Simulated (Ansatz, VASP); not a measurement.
# Si5O9 in two plane-wave programs, part 2 of 2

Aim: how closely do two programs agree when they are given the same cell, functional and k mesh? Of the first pair: The structure shown is frame 23 of Ansatz's trajectory.

VASP 6.6.1 and Ansatz 0.2.0.

So far. Step 4 (Differences): The forces differ by 38 meV/Å r.m.s., which is 2.0 % of the r.m.s. force of 1.870 eV/Å (both taken over all components).

## Step 6: VASP: single point, PBE, pair 2

Level of this step: PBE; plane waves and PAW (Si, O) (VASP).

The same cell, functional, mesh and smearing now go to VASP, with its own data sets.

File INCAR:

```
SYSTEM = Si5O9
PREC = Accurate
ENCUT = 520
EDIFF = 1E-06
NELM = 120
ISMEAR = -1
SIGMA = 0.05
LREAL = Auto
ALGO = Normal
GGA = PE
NBANDS = 468
LORBIT = 11
LWAVE = .FALSE.
LCHARG = .FALSE.
ISIF = 2
LASPH = .TRUE.
GGA_COMPAT = .FALSE.
EFERMI = MIDGAP
```

File POSCAR:

```
Si5O9
1.0
   13.0955000000      0.0000000000      0.0000000000
    0.0000000000     13.0955000000      0.0000000000
    0.0000000000      0.0000000000     13.0955000000
Si O
50 90
Direct
    0.9694246115      0.7803291207      0.7177885533
    0.1320606315      0.8423656981      0.8775915391
    0.4703600473      0.3455538162      0.3166278493
    0.1205910427      0.3705165897      0.5275552671
    0.6104157917      0.8655797793      0.9369019892
    0.0345691268      0.9212630293      0.3176511015
    0.3161238593      0.6823488985      0.8357680119
    0.4137299072      0.0107517850      0.5684777214
    0.2599366194      0.7496620977      0.1453781833
    0.9002405406      0.4868237181      0.1454240006
    0.4897407506      0.4033446604      0.0723912794
    0.6680080944      0.2174029247      0.1460043526
    0.9464854339      0.1496162804      0.5090145470
    0.5029513955      0.0254820358      0.0642358062
    0.1228208163      0.5834141499      0.4563552365
    0.4320033599      0.9042419152      0.2486273911
    0.2739643389      0.1118552174      0.7250505899
    0.2243136955      0.5364743614      0.8806689321
    0.6148066130      0.5162307663      0.7135275476
    0.9688900767      0.6958497194      0.9883013249
    0.1187812607      0.5258218472      0.1963269826
    0.5841395899      0.1722423733      0.4673437440
    0.6739796113      0.8426864190      0.1086251002
    0.3935244931      0.6210148524      0.0210683059
    0.7589477301      0.6691382536      0.2642663510
    0.0575770303      0.5884845939      0.7197128785
    0.0815089153      0.3470734222      0.8553778015
    0.5098927112      0.5976022298      0.2613645909
    0.7625596579      0.9995265549      0.5952273682
    0.4435951281      0.4295368638      0.8660455882
[... 104 atom lines left out ...]
    0.9008361651      0.7393761216      0.5696460616
    0.5256080333      0.8410217250      0.8308655645
    0.7763506548      0.0222748272      0.7146958879
    0.8374327059      0.0679775495      0.5262647474
    0.9609102363      0.6588751861      0.7555037990
    0.5665610324      0.9797487687      0.9580772021
```

File KPOINTS:

```
Automatic mesh
0
Gamma
1 1 1
0 0 0
```

The projector-augmented-wave data sets are Si and O (PBE family, release 64).

Run with:

```
> export OMP_NUM_THREADS=3
> mpirun -np 1 vasp_gam
```

Numbers of over 12 decimals in the logs are rounded to 6 here.

Log:

```text
[... set-up lines as in an earlier step ...]
 entering main loop
       N       E                     dE             d eps       ncg     rms          rms(c)
DAV:   1     0.662065398927E+04    0.66207E+04   -0.41879E+05   952   0.151E+03
DAV:   2    -0.453609310243E+03   -0.70743E+04   -0.68144E+04  1172   0.358E+02
DAV:   3    -0.112529517181E+04   -0.67169E+03   -0.66363E+03  1096   0.116E+02
DAV:   4    -0.114225822211E+04   -0.16963E+02   -0.16839E+02  1096   0.197E+01
[...]
DAV:  20    -0.989056614133E+03    0.36123E-05   -0.15748E-05  1160   0.761E-03    0.812E-03
DAV:  21    -0.989056612324E+03    0.18090E-05   -0.39365E-06   760   0.403E-03    0.310E-03
DAV:  22    -0.989056611855E+03    0.46940E-06   -0.12313E-06   712   0.256E-03
   1 F= -.98905661E+03 E0= -.98900063E+03  d E =-.111966E+00
```

OUTCAR, selected parts (step 6):

```text
  Total     -103.2305630   -118.0533796   -120.5766209    -13.7770917    -21.2180394    -21.1770549
  in kB      -73.6465868    -84.2214574    -86.0215843     -9.8288312    -15.1373405    -15.1081014
  external PRESSURE =     -81.2965428 kB  Pullay stress =       0.0000000 kB

 POSITION                                       TOTAL-FORCE (eV/Angst)
 -----------------------------------------------------------------------------------
     12.69510     10.21880      9.39980        -2.351042      3.129199     -3.127933
      1.72940     11.03120     11.49250         0.932415     -1.762177     -0.418059
      6.15960      4.52520      4.14640         1.630746      0.742725      0.818288
      1.57920      4.85210      6.90860         0.088286     -2.478952      1.454578
[...]
11.24640      9.86620     12.68820         1.816739     -3.468940      1.056159
      4.48040      4.29390      4.04190         3.394820      1.260938      0.546059
     12.48570      1.55280     13.03560         0.668514      0.971954      1.915117
     10.24220      4.77320      9.00360         0.027589     -2.305581     -0.385240
      3.56720      8.42410      0.82990         2.106898      1.838871      0.021767
      6.93410     12.38880      2.04980        -1.510254     -3.556839      1.785524
     11.87390      5.88420      7.72670         0.403833     -0.749468     -0.817143
     13.01610     10.91730      5.21680        -1.365212      0.644476      0.270592
      0.70140      2.83300      2.13120         0.188023     -2.967777     -2.042052
[...]
-----------------------------------------------------------------------------------
    total drift:                               -0.004961     -0.011844      0.000543

  FREE ENERGIE OF THE ION-ELECTRON SYSTEM (eV)
  ---------------------------------------------------
  free  energy   TOTEN  =      -989.0566118551 eV

  energy  without entropy=     -988.9446462092  energy(sigma->0) =     -989.00062903

[... 1 part as in an earlier step ...]

[... 2 further parts left out ...]
[key lines of the parts left out:]
E-fermi :   2.7762
```

The run ends at a pressure of -8.13 GPa, with forces up to 8.1 eV/Å.

## Step 7: Side by side

Forces on 10 of the 140 atoms, those with the largest forces and the largest differences (eV/Å; atoms numbered as in POSCAR):

```csv
atom,"Ansatz x, y, z","VASP x, y, z"
Si8,"0.397, 3.198, 3.991","0.404, 3.204, 4.036"
Si15,"-4.796, -1.362, 4.077","-4.749, -1.455, 4.132"
Si17,"3.367, 3.980, 1.544","3.328, 4.051, 1.587"
Si25,"-5.248, -2.965, -5.313","-5.313, -2.998, -5.393"
Si43,"-1.017, 5.475, 4.161","-1.018, 5.554, 4.195"
O67,"-0.888, -1.265, 0.673","-0.924, -1.375, 0.602"
O88,"-0.734, -1.443, 0.008","-0.829, -1.367, -0.069"
O93,"-3.828, -2.025, -3.032","-3.908, -2.036, -3.085"
O115,"1.728, -0.592, 0.612","1.601, -0.522, 0.624"
O122,"-1.939, 4.139, -2.094","-1.966, 4.178, -2.110"
```

The forces differ by 40 meV/Å r.m.s., which is 2.4 % of the r.m.s. force of 1.702 eV/Å (both taken over all components).

## Step 8: Ansatz: dynamics, PBE

One frame of this run of dynamics is then solved in both programs, so the motion causes no difference.

The structure compared here is frame 70 of Ansatz's trajectory.

File input.yaml:

```yaml
crystal:
  lattice:
    - [13.0955, 0.0, 0.0]
    - [0.0, 13.0955, 0.0]
    - [0.0, 0.0, 13.0955]
  atoms:
    - { symbol: Si, position: [0.98744, 0.80258, 0.67074] }
    - { symbol: Si, position: [0.15543, 0.83833, 0.91277] }
    - { symbol: Si, position: [0.48817, 0.35032, 0.30228] }
    - { symbol: Si, position: [0.10976, 0.32982, 0.51658] }
    - { symbol: Si, position: [0.56067, 0.87771, 0.91934] }
    - { symbol: Si, position: [0.04424, 0.91649, 0.35073] }
    - { symbol: Si, position: [0.31755, 0.67947, 0.80563] }
    - { symbol: Si, position: [0.43407, 0.99911, 0.56823] }
    - { symbol: Si, position: [0.23639, 0.73379, 0.18273] }
    - { symbol: Si, position: [0.90317, 0.48454, 0.12701] }
    - { symbol: Si, position: [0.49397, 0.42791, 0.09179] }
    - { symbol: Si, position: [0.64358, 0.24516, 0.16328] }
    - { symbol: Si, position: [0.9257, 0.15065, 0.53597] }
    - { symbol: Si, position: [0.51478, 0.031, 0.08756] }
    - { symbol: Si, position: [0.13091, 0.57379, 0.50368] }
    - { symbol: Si, position: [0.42087, 0.87909, 0.25009] }
    - { symbol: Si, position: [0.29885, 0.14738, 0.73839] }
    - { symbol: Si, position: [0.222, 0.52429, 0.88401] }
    - { symbol: Si, position: [0.62586, 0.47418, 0.72305] }
    - { symbol: Si, position: [0.97706, 0.69358, 0.00599] }
    - { symbol: Si, position: [0.11408, 0.53551, 0.21373] }
    - { symbol: Si, position: [0.54949, 0.19472, 0.48753] }
    - { symbol: Si, position: [0.66312, 0.85095, 0.13744] }
    - { symbol: Si, position: [0.38432, 0.61251, 0.02417] }
    - { symbol: Si, position: [0.74224, 0.64614, 0.23884] }
    - { symbol: Si, position: [0.0574, 0.59615, 0.74013] }
    - { symbol: Si, position: [0.06625, 0.33315, 0.84958] }
    - { symbol: Si, position: [0.49996, 0.59843, 0.2544] }
    - { symbol: Si, position: [0.75641, 0.99349, 0.5752] }
    - { symbol: Si, position: [0.42326, 0.42761, 0.87558] }
[... 104 atom lines left out ...]
    - { symbol: O, position: [0.97696, 0.7377, 0.55841] }
    - { symbol: O, position: [0.54679, 0.84141, 0.784] }
    - { symbol: O, position: [0.77689, 0.02788, 0.69118] }
    - { symbol: O, position: [0.84063, 0.06447, 0.51476] }
    - { symbol: O, position: [0.97751, 0.69003, 0.72997] }
    - { symbol: O, position: [0.54541, 0.99989, 0.96388] }
kpoints:
  mp_grid: { grid: [1, 1, 1] }
hamiltonian:
  xc: pbe
scf:
  occupations: { method: fermi_dirac, width: 0.05 }
output:
  forces: true
md:
  timestep: 1.0
  n_steps: 70
  ensemble: nvt_langevin
  temperature: 600
  initial_velocities: maxwell_boltzmann
  seed: 132
```

Run with:

```
> ansatz run input.yaml --threads 4 --pin off --max-ram 8192MiB --backend cpu --events-out ev --progress --plain --runs-dir out
```

Log:

```text
[...]
Crystal: 140 atoms, lattice volume = 2245.775 Å³
Basis set: ecut = 420 eV, 43819 PW (Γ), exchange–correlation on 180×180×180 points (8 copies of the dense FFT grid, shifted against one another)
Bands: 510, of which v1, the nominal top of the filled ones, is band 370 counted from 1 (369 counted from 0)
Symmetry: 1 space group operations
k-points: 1
[...]
atom   6  Si     0.60892080    -0.39656787    -0.53370703
  atom   7  Si     0.32135212    -3.28124246     1.03325528
  atom   8  Si     2.19015748    -1.15852373    -4.10544569
[...]
atom 137  O     -0.88805436    -0.00924779    -2.15190379
  atom 138  O      0.28468360    -0.58889738    -3.19430653
  atom 139  O     -0.34878428     0.02898205    -1.36114081
  atom 140  O      0.33913605    -1.11596027    -2.20963097
  max |Σ_I F_I| component: 2.78e-5 eV/Å
--- MD trajectory: 70 steps, t = 0.0 → 70.0 fs ---
[...]
[key lines of the parts left out:]
SCF converged after 17 iterations
Free energy (F): -82915.624565 eV
Fermi energy:    3.657803 eV
```

## Step 9: VASP: single point, PBE, pair 3

The same cell, functional, mesh and smearing now go to VASP, with its own data sets.

INCAR is that of step 6.

File POSCAR:

```
Si5O9
1.0
   13.0955000000      0.0000000000      0.0000000000
    0.0000000000     13.0955000000      0.0000000000
    0.0000000000      0.0000000000     13.0955000000
Si O
50 90
Direct
    0.9454545455      0.7822229010      0.7022183193
    0.1266465580      0.8375548853      0.8661219503
    0.4844641289      0.3351914780      0.3155282349
    0.1214539346      0.3691497079      0.5309915620
    0.6069260433      0.8691535260      0.9240578825
    0.0278950785      0.9331602459      0.3271123668
    0.3349776641      0.6998663663      0.8405788248
    0.4008628918      0.0203734107      0.5700889619
    0.2745294185      0.7535718377      0.1312282845
    0.8889007674      0.4899774732      0.1337558703
    0.4905043717      0.3662937650      0.0655186896
    0.6612653201      0.2059486083      0.1384215952
    0.9625825665      0.1409262724      0.4976442289
    0.4958115383      0.0389752205      0.0698255126
    0.1205604979      0.5909205452      0.4590126379
    0.4453820015      0.9140849910      0.2408155473
    0.2721163759      0.1338245962      0.7276545378
    0.2226642740      0.5358481921      0.8819136345
    0.6079645680      0.5180176396      0.7124432057
    0.9745714177      0.6871062579      0.9794815013
    0.1159253179      0.5164216716      0.2016723302
    0.5848803024      0.1664159444      0.4774006338
    0.6741246993      0.8421213394      0.0992478332
    0.3966782483      0.6127448360      0.0341414990
    0.7423313352      0.6700087816      0.2528731244
    0.0703600473      0.5878431522      0.7117864915
    0.0888473140      0.3440494826      0.8621053033
    0.5190179833      0.5897445687      0.2643045321
    0.7703562292      0.0115001336      0.5795654996
    0.4396242984      0.4399832003      0.8784544309
[... 104 atom lines left out ...]
    0.9038753770      0.7592531786      0.5803596655
    0.5378412432      0.8326753465      0.8143789851
    0.7834370585      0.0111565041      0.7029361231
    0.8639838112      0.0664732160      0.5354969264
    0.9652017869      0.6469245161      0.7435989462
    0.5604673361      0.9810927418      0.9755335802
```

KPOINTS is that of step 6.

Run with:

```
> export OMP_NUM_THREADS=3
> mpirun -np 1 vasp_gam
```

Log:

```text
[... set-up lines as in an earlier step ...]
 entering main loop
       N       E                     dE             d eps       ncg     rms          rms(c)
DAV:   1     0.665895748920E+04    0.66590E+04   -0.42006E+05   960   0.151E+03
DAV:   2    -0.453531859478E+03   -0.71125E+04   -0.68066E+04  1140   0.360E+02
DAV:   3    -0.113654010622E+04   -0.68301E+03   -0.67564E+03  1096   0.118E+02
DAV:   4    -0.115353184221E+04   -0.16992E+02   -0.16867E+02  1104   0.198E+01
[...]
DAV:  20    -0.997533755393E+03    0.14503E-05   -0.16011E-05  1040   0.550E-03    0.784E-03
DAV:  21    -0.997533755236E+03    0.15747E-06   -0.11255E-05   952   0.453E-03    0.507E-03
DAV:  22    -0.997533755071E+03    0.16466E-06   -0.27443E-06   688   0.281E-03
   1 F= -.99753376E+03 E0= -.99748296E+03  d E =-.101588E+00
```

OUTCAR, selected parts (step 9):

```text
  FREE ENERGIE OF THE ION-ELECTRON SYSTEM (eV)
  ---------------------------------------------------
  free  energy   TOTEN  =      -997.5337550714 eV

  energy  without entropy=     -997.4321674891  energy(sigma->0) =     -997.48296128

[... 1 part as in an earlier step ...]
```

The run ends at a pressure of -5.91 GPa, with forces up to 6.8 eV/Å.

## Step 10: Differences

Forces on 10 of the 140 atoms, those with the largest forces and the largest differences (eV/Å; atoms numbered as in POSCAR):

```csv
atom,"Ansatz x, y, z","VASP x, y, z"
Si8,"2.190, -1.159, -4.105","2.248, -1.175, -4.166"
Si16,"2.395, -0.560, 1.785","2.459, -0.535, 1.912"
Si21,"-0.950, -5.483, 2.252","-0.947, -5.562, 2.282"
Si28,"-3.892, -3.229, 0.998","-3.917, -3.241, 1.041"
Si39,"5.160, -2.279, 1.006","5.231, -2.331, 0.985"
Si43,"0.870, -5.077, -4.434","0.863, -5.033, -4.436"
O103,"-2.211, 2.288, 4.227","-2.227, 2.321, 4.267"
O115,"0.351, -0.237, -1.024","0.232, -0.178, -0.978"
O132,"0.745, 3.323, -0.357","0.806, 3.449, -0.386"
O136,"0.726, 1.931, 5.559","0.740, 1.953, 5.623"
```

The forces differ by 37 meV/Å r.m.s., which is 2.2 % of the r.m.s. force of 1.707 eV/Å (both taken over all components).

## Step 11: Summary of results

```
r.m.s. force difference (single point, PBE, pair 1) : 2.0 % of the r.m.s. force
r.m.s. force difference (single point, PBE, pair 2) : 2.4 % of the r.m.s. force
r.m.s. force difference (single point, PBE, pair 3) : 2.2 % of the r.m.s. force
```

**Reading.** The r.m.s. force difference is 2.4 % of the r.m.s. force (single point, PBE, pair 2), within the 3 % picked in this series as the mark of a large difference. Such differences can come from data sets, numerical settings and the points named under the comparisons, not from the functional's error against experiment.

[Lines on the potential files, build, host, timing and source positions are cut from VASP's logs without a mark.]

[Logs are printed without paths, hosts, clocks, repeated set-up lines and the standing remarks that a program may print on its own settings, such as how far it seeks lower states.]

[Hosts, paths, dates, database ids (printed as entryN), source tags and the programs' standing remarks are cut or masked in the printed files.]
